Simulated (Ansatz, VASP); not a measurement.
**Two plane-wave programs on YGaF4**

```
Y Ga F
1.0
     3.88874    0.00000    0.00000
    -1.94437    3.36775    0.00000
     0.00000    0.00000    6.28592
Y Ga F
1 1 4
Cartesian
  0.0000 0.0000 3.1430
  0.0000 0.0000 0.0000
  0.0000 2.2452 1.9156
  0.0000 2.2452 4.3704
  1.9444 1.1226 1.9156
  1.9444 1.1226 4.3704
```

Alike in both runs: functional PBE; k mesh 6 × 6 × 4; occupations gaussian, width 0.1 eV; no spin polarisation.

Ansatz relaxed the structure, and its values are those at the end. VASP's run is a single point on that final structure, the one shown.

```csv
,VASP,Ansatz
version,VASP 6.6.1,Ansatz 0.2.0
potentials or method,"VASP PAW PBE potentials, release 64 (Y_sv, Ga_d, F)","scalar-relativistic, plane waves, PAW"
plane-wave cutoff (eV),520,420
valence electrons in the cell,52,52
```

```csv
,VASP,Ansatz,Ansatz less VASP
gap on the k mesh at the Fermi level (eV),2.32,2.33,+0.010
least direct gap on the mesh (eV),2.52,2.53,+0.008
pressure (GPa),-0.3,-0.1,+0.21
rms of the force components (eV/Å),0.004,0.003,-0.0013
```

A k mesh can miss the band edges.
